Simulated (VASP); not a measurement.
Here is the system:

```xyz
2
Lattice="2.8529 0.0000 0.0000 0.0000 2.8529 0.0000 0.0000 0.0000 2.8529" Properties=species:S:1:pos:R:3 pbc="T T T"
Al     1.4264     1.4264     1.4264
Co     0.0000     0.0000     0.0000
```

All values below come from PBE GGA, VASP's PBE PAW potentials (set 64) (plane waves; VASP). Settings: 500 eV cut-off, 13×13×13 Γ-centred mesh, first-order Methfessel-Paxton smearing of 0.10 eV, potentials Al Co.

Energy and stress use the plane-wave basis of the starting cell.

Question: The ions, cell shape and volume at an external pressure of 5.0 GPa are relaxed. Give the cell that the relaxation ends in.

Answer: 
```xyz
2
Lattice="2.8263 0.0000 0.0000 0.0000 2.8263 0.0000 0.0000 0.0000 2.8263" Properties=species:S:1:pos:R:3 pbc="T T T"
Al     1.4131     1.4131     1.4131
Co     0.0000     0.0000     0.0000
```
Space group Pm-3m (221), at a tolerance of 0.03 Å.

Question: How do energy and volume change from the first to the last step?

Answer: The energy (σ→0) changes by +4.6 meV/atom and the volume by -2.8 %, in 3 ionic steps.

```
step  E(σ→0) (eV)  max force (eV/Å)  pressure (GPa)  volume (Å³)
----  -----------  ----------------  --------------  -----------
1        -11.9885             0.000           -0.27        23.22
2        -11.9490             0.000           10.95        21.96
3        -11.9793             0.000            4.93        22.58
```

The compound is CoAl in the CsCl type structure. This run relaxes it under an external pressure of 5 GPa. Symmetry was kept, so distortions that lower it aren't found. The run is not spin-polarised, so no magnetic state was tried.
